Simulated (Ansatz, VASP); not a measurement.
# Cross-check of SiO2 (Cristobalite) between VASP and Ansatz, part 2 of 3

Aim: how closely do two programs agree when they are given the same cell, functional and k mesh? The cell is taken from a series of runs on this material, whose earlier steps may have relaxed, scaled, displaced or heated it; both programs get it as it stands.

VASP 6.6.1 and Ansatz 0.2.0.

So far: Set-up; VASP: zone-centre phonons, LDA.

## 2. VASP: zone-centre phonons, LDA (continued)

Level of this step: LDA; plane waves and PAW (O, Si) (VASP).

From OUTCAR (step 2):

```text
ion  position               nearest neighbor table
   1  0.244  0.075  0.166-   9 1.61  10 1.61
   2  0.425  0.744  0.416-  10 1.61  11 1.61
   3  0.756  0.925  0.666-  11 1.61  12 1.61
   4  0.575  0.256  0.916-  12 1.61   9 1.61
   5  0.744  0.425  0.584-  12 1.61  11 1.61
   6  0.925  0.756  0.334-  11 1.61  10 1.61
   7  0.256  0.575  0.084-  10 1.61   9 1.61
   8  0.075  0.244  0.834-   9 1.61  12 1.61
   9  0.286  0.286  0.000-   1 1.61   8 1.61   7 1.61   4 1.61  10 3.13  12 3.13  10 3.13  12 3.13

  LATTYP: Found a simple tetragonal cell.
 ALAT       =     5.1411090454
 C/A-ratio  =     1.3651022641

 Subroutine GETGRP returns: Found  8 space group operations
 (whereof  2 operations were pure point group operations)

The static configuration has the point symmetry C_2 .
 The point group associated with its full space group is D_4 .

 Found     18 irreducible k-points:

   k-points           NKPTS =     18   k-points in BZ     NKDIM =     18   number of bands    NBANDS=     44

   dimension x,y,z NGX =    42 NGY =   42 NGZ =   56
   dimension x,y,z NGXF=    84 NGYF=   84 NGZF=  112

   ENCUT  =  600.0 eV  44.10 Ry    6.64 a.u.  10.27 10.27 14.02*2*pi/ulx,y,z

   NELECT =      64.0000    total number of electrons

 k-points in reciprocal lattice and weights: Automatic mesh
   0.00000000  0.00000000  0.00000000       0.016
   0.25000000  0.00000000  0.00000000       0.062
   0.50000000  0.00000000  0.00000000       0.031
   0.25000000  0.25000000  0.00000000       0.062
   0.50000000  0.25000000  0.00000000       0.062
   0.50000000  0.50000000  0.00000000       0.016
   0.00000000  0.00000000  0.25000000       0.031
   0.25000000  0.00000000  0.25000000       0.125
   0.50000000  0.00000000  0.25000000       0.062
[...]
0.50000000  0.25000000  0.50000000       0.062
   0.50000000  0.50000000  0.50000000       0.016

 average (electrostatic) potential at core
       1 -75.1435       2 -75.1435       3 -75.1435       4 -75.1435       5 -75.1435
       6 -75.1435       7 -75.1435       8 -75.1435       9 -89.7692      10 -89.7692
      11 -89.7692      12 -89.7692

  Total       -1.7080471     -1.7080471      0.1060025      0.0000000      0.0000000     -0.0000000
  in kB      -14.7528114    -14.7528114      0.9155688      0.0000000      0.0000000     -0.0000000
  external PRESSURE =      -9.5300180 kB  Pullay stress =       0.0000000 kB

  energy-cutoff  :      600.00
  volume of cell :      185.50
      direct lattice vectors                 reciprocal lattice vectors
     5.141109045  0.000000000  0.000000000     0.194510560  0.000000000  0.000000000
     0.000000000  5.141109045  0.000000000     0.000000000  0.194510560  0.000000000
     0.000000000  0.000000000  7.018139598     0.000000000  0.000000000  0.142487904

 POSITION                                       TOTAL-FORCE (eV/Angst)
 -----------------------------------------------------------------------------------
      1.25391      0.38790      1.16737        -0.000142      0.003954      0.000564
[...]
2.958456  1.316645  6.430976     0.254403   -0.037279   -0.177790
      3.824464  2.182653  4.096234     0.036369   -0.248423    0.173376
      4.753208  3.887199  2.341699    -0.261194   -0.039745    0.192667
      1.316645  2.958456  0.587164     0.036369   -0.248423   -0.173376
      0.387901  1.253910  5.850769    -0.261194   -0.039745   -0.192667
      1.470428  1.470428  0.000000    -0.054402    0.054353    0.306637
      1.100126  4.040983  1.754535     0.002733   -0.001474   -0.003550
      3.670681  3.670681  3.509070    -0.054402    0.054353   -0.306637
      4.040983  1.100126  5.263605     0.002733   -0.001474    0.003550

   2 f  =   36.509342 THz   229.394962 2PiTHz 1217.820566 cm-1   150.990439 meV
             X         Y         Z           dx          dy          dz
      1.253910  0.387901  1.167371    -0.037279   -0.254403    0.177790
      2.182653  3.824464  2.921906     0.255374   -0.038893    0.188602
      3.887199  4.753208  4.676441    -0.037279   -0.254403   -0.177790
      2.958456  1.316645  6.430976     0.255374   -0.038893   -0.188602
      3.824464  2.182653  4.096234    -0.039745    0.261194   -0.192667
      4.753208  3.887199  2.341699    -0.248423   -0.036369    0.173376
      1.316645  2.958456  0.587164    -0.039745    0.261194    0.192667
      0.387901  1.253910  5.850769    -0.248423   -0.036369   -0.173376
      1.470428  1.470428  0.000000    -0.001474   -0.002733   -0.003550
      1.100126  4.040983  1.754535     0.054353    0.054402   -0.306637
      3.670681  3.670681  3.509070    -0.001474   -0.002733    0.003550
      4.040983  1.100126  5.263605     0.054353    0.054402    0.306637

   3 f  =   34.688210 THz   217.952454 2PiTHz 1157.074151 cm-1   143.458846 meV
             X         Y         Z           dx          dy          dz
      1.253910  0.387901  1.167371     0.047802    0.288405   -0.198806
      2.182653  3.824464  2.921906     0.288405   -0.047802    0.198806
      3.887199  4.753208  4.676441    -0.047802   -0.288405   -0.198806
      2.958456  1.316645  6.430976    -0.288405    0.047802    0.198806
      3.824464  2.182653  4.096234    -0.047802    0.288405   -0.198806
      4.753208  3.887199  2.341699    -0.288405   -0.047802    0.198806
      1.316645  2.958456  0.587164     0.047802   -0.288405   -0.198806
      0.387901  1.253910  5.850769     0.288405    0.047802    0.198806
      1.470428  1.470428  0.000000    -0.003700   -0.003700    0.000000
      1.100126  4.040983  1.754535    -0.003700    0.003700    0.000000
      3.670681  3.670681  3.509070     0.003700    0.003700    0.000000
      4.040983  1.100126  5.263605     0.003700   -0.003700   -0.000000

   4 f  =   33.305736 THz   209.266111 2PiTHz 1110.959770 cm-1   137.741394 meV
             X         Y         Z           dx          dy          dz
      1.253910  0.387901  1.167371     0.039965    0.245806   -0.186085
      2.182653  3.824464  2.921906     0.245806   -0.039965    0.186085
      3.887199  4.753208  4.676441    -0.039965   -0.245806   -0.186085
      2.958456  1.316645  6.430976    -0.245806    0.039965    0.186085
      3.824464  2.182653  4.096234     0.039965   -0.245806    0.186085
      4.753208  3.887199  2.341699     0.245806    0.039965   -0.186085
      1.316645  2.958456  0.587164    -0.039965    0.245806    0.186085
      0.387901  1.253910  5.850769    -0.245806   -0.039965   -0.186085
      1.470428  1.470428  0.000000     0.161127   -0.161127    0.069181
      1.100126  4.040983  1.754535    -0.161127   -0.161127   -0.069181
      3.670681  3.670681  3.509070    -0.161127    0.161127    0.069181
      4.040983  1.100126  5.263605     0.161127    0.161127   -0.069181

   5 f  =   33.287163 THz   209.149416 2PiTHz 1110.340254 cm-1   137.664584 meV
             X         Y         Z           dx          dy          dz
      1.253910  0.387901  1.167371     0.043055    0.331222   -0.252965
      2.182653  3.824464  2.921906     0.098860   -0.047523    0.067424
      3.887199  4.753208  4.676441     0.043055    0.331222    0.252965
      2.958456  1.316645  6.430976     0.098860   -0.047523   -0.067424
      3.824464  2.182653  4.096234    -0.062802    0.325755   -0.244024
      4.753208  3.887199  2.341699     0.115607   -0.012967   -0.094814
      1.316645  2.958456  0.587164    -0.062802    0.325755    0.244024
      0.387901  1.253910  5.850769     0.115607   -0.012967    0.094814
      1.470428  1.470428  0.000000    -0.078580   -0.226732    0.027079
      1.100126  4.040983  1.754535    -0.068362   -0.223397   -0.053326
      3.670681  3.670681  3.509070    -0.078580   -0.226732   -0.027079
      4.040983  1.100126  5.263605    -0.068362   -0.223397    0.053326

   6 f  =   33.287163 THz   209.149416 2PiTHz 1110.340254 cm-1   137.664584 meV
             X         Y         Z           dx          dy          dz
      1.253910  0.387901  1.167371    -0.047523   -0.098860    0.067424
      2.182653  3.824464  2.921906     0.331222   -0.043055    0.252965
      3.887199  4.753208  4.676441    -0.047523   -0.098860   -0.067424
      2.958456  1.316645  6.430976     0.331222   -0.043055   -0.252965
      3.824464  2.182653  4.096234    -0.012967   -0.115607    0.094814
      4.753208  3.887199  2.341699     0.325755    0.062802   -0.244024
      1.316645  2.958456  0.587164    -0.012967   -0.115607   -0.094814
      0.387901  1.253910  5.850769     0.325755    0.062802    0.244024
      1.470428  1.470428  0.000000    -0.223397    0.068362   -0.053326
      1.100126  4.040983  1.754535    -0.226732    0.078580   -0.027079
      3.670681  3.670681  3.509070    -0.223397    0.068362    0.053326
      4.040983  1.100126  5.263605    -0.226732    0.078580    0.027079

   7 f  =   33.240848 THz   208.858408 2PiTHz 1108.795341 cm-1   137.473040 meV
             X         Y         Z           dx          dy          dz
      1.253910  0.387901  1.167371     0.039155    0.245655   -0.185759
      2.182653  3.824464  2.921906    -0.245655    0.039155   -0.185759
      3.887199  4.753208  4.676441    -0.039155   -0.245655   -0.185759
      2.958456  1.316645  6.430976     0.245655   -0.039155   -0.185759
      3.824464  2.182653  4.096234     0.039155   -0.245655    0.185759
      4.753208  3.887199  2.341699    -0.245655   -0.039155    0.185759
      1.316645  2.958456  0.587164    -0.039155    0.245655    0.185759
      0.387901  1.253910  5.850769     0.245655    0.039155    0.185759
      1.470428  1.470428  0.000000    -0.169157   -0.169157    0.000000
      1.100126  4.040983  1.754535     0.169157   -0.169157    0.000000
      3.670681  3.670681  3.509070     0.169157    0.169157   -0.000000
      4.040983  1.100126  5.263605    -0.169157    0.169157   -0.000000

   8 f  =   32.965757 THz   207.129961 2PiTHz 1099.619294 cm-1   136.335355 meV
             X         Y         Z           dx          dy          dz
      1.253910  0.387901  1.167371     0.028277    0.267990   -0.152915
      2.182653  3.824464  2.921906    -0.267990    0.028277   -0.152915
      3.887199  4.753208  4.676441    -0.028277   -0.267990   -0.152915
      2.958456  1.316645  6.430976     0.267990   -0.028277   -0.152915
      3.824464  2.182653  4.096234    -0.028277    0.267990   -0.152915
      4.753208  3.887199  2.341699     0.267990    0.028277   -0.152915
      1.316645  2.958456  0.587164     0.028277   -0.267990   -0.152915
      0.387901  1.253910  5.850769    -0.267990   -0.028277   -0.152915
      1.470428  1.470428  0.000000    -0.048590    0.048590    0.230815
    [... 421 further lines ...]
      3.670681  3.670681  3.509070     0.131636    0.315769   -0.000606
      4.040983  1.100126  5.263605     0.131460    0.315696    0.001471

 MACROSCOPIC STATIC DIELECTRIC TENSOR IONIC CONTRIBUTION
 ------------------------------------------------------
           1.782891     0.000000     0.000000
           0.000000     1.782891    -0.000000
           0.000000    -0.000000     1.614016
 ------------------------------------------------------

 ELASTIC MODULI CONTR FROM IONIC RELAXATION (kBar)
 Direction    XX          YY          ZZ          XY          YZ          ZX
 --------------------------------------------------------------------------------
 XX       -3091.0614   -173.6132  -1315.1221     -0.0000      0.0000     -0.0000
 YY        -173.6132  -3091.0614  -1315.1221     -0.0000     -0.0000      0.0000
 ZZ       -1315.1221  -1315.1221  -1979.7756     -0.0000      0.0000      0.0000
 XY          -0.0000     -0.0000     -0.0000   -113.7519      0.0000     -0.0000
 YZ           0.0000     -0.0000      0.0000      0.0000   -707.6743      0.0000
 ZX          -0.0000      0.0000      0.0000     -0.0000      0.0000   -710.2748
 --------------------------------------------------------------------------------

 PIEZOELECTRIC TENSOR IONIC CONTR  for field in x, y, z        (C/m^2)
          XX          YY          ZZ          XY          YZ          ZX
  --------------------------------------------------------------------------------
  x     0.00000    -0.00000     0.00000     0.00000    -0.02004    -0.00000
  y    -0.00000     0.00000     0.00000    -0.00000    -0.00000     0.02184
  z     0.00000    -0.00000    -0.00000     0.00003     0.00000    -0.00000
```

The gap is read on the k-mesh alone, so it is an upper bound where the band edges lie off the mesh. Energies printed during the response cycles are not total energies of the cell.

(Part 2 of 3 ends here.)

[Lines on the potential files, build, host, timing and source positions are cut from VASP's logs without a mark.]

[Logs are printed without paths, hosts, clocks, repeated set-up lines and the standing remarks that a program may print on its own settings, such as how far it seeks lower states.]

[Hosts, paths, dates, database ids (printed as entryN), source tags and the programs' standing remarks are cut or masked in the printed files.]
